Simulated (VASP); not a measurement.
Input of a VASP 6.6.1 run:

Contents of INCAR:

```
SYSTEM = Ag3TeBr
PREC     = Accurate       ! precision mode
ENCUT    = 520            ! plane-wave cutoff, eV
EDIFF    = 1E-6           ! SCF threshold, eV
ISMEAR   = 0              ! smearing method
SIGMA    = 0.05           ! smearing width, eV
LREAL    = .False.        ! projectors in reciprocal space
LASPH    = .True.         ! aspherical terms in the spheres
NELM     = 100            ! most SCF steps
ALGO     = Normal         ! electronic algorithm
ISIF     = 2              ! what is computed and relaxed
LWAVE    = .False.        ! write WAVECAR
LCHARG   = .True.         ! write CHGCAR
GGA      = PE             ! functional
LELF     = .True.         ! ELF
LVHAR    = .True.       
NBANDS   = 31             ! bands
```

The input KPOINTS:

```
Automatic mesh
0
Gamma
  4 4 4
  0 0 0
```

The input POSCAR:

```
Ag3TeBr
1.0
    6.7200000000      0.0000000000      0.0000000000
    0.0000000000      6.7200000000      0.0000000000
    0.0000000000      0.0000000000      6.7200000000
Br Te Ag
1 1 3
Direct
    0.0000000000      0.0000000000      0.0000000000
    0.5000000000      0.5000000000      0.5000000000
    0.5000000000      0.5000000000      0.0000000000
    0.5000000000      0.0000000000      0.5000000000
    0.0000000000      0.5000000000      0.5000000000
```

Potentials or basis: VASP PAW PBE potentials, release 64 (Br, Te, Ag).

Run with:

```sh
$ cat potpaw_PBE.64/Br/POTCAR potpaw_PBE.64/Te/POTCAR potpaw_PBE.64/Ag/POTCAR > POTCAR
$ mpirun -np 1 vasp_std > vasp.out
```

Problem. Estimate the band gap on the k mesh.

Solution. 0.11 eV, indirect (least direct gap 0.13 eV).

Problem. Estimate the pressure.

Solution. -3.9 GPa.

Caveat: spin-orbit coupling is left out, which moves the levels of the heavy elements. A k mesh can miss the band edges.
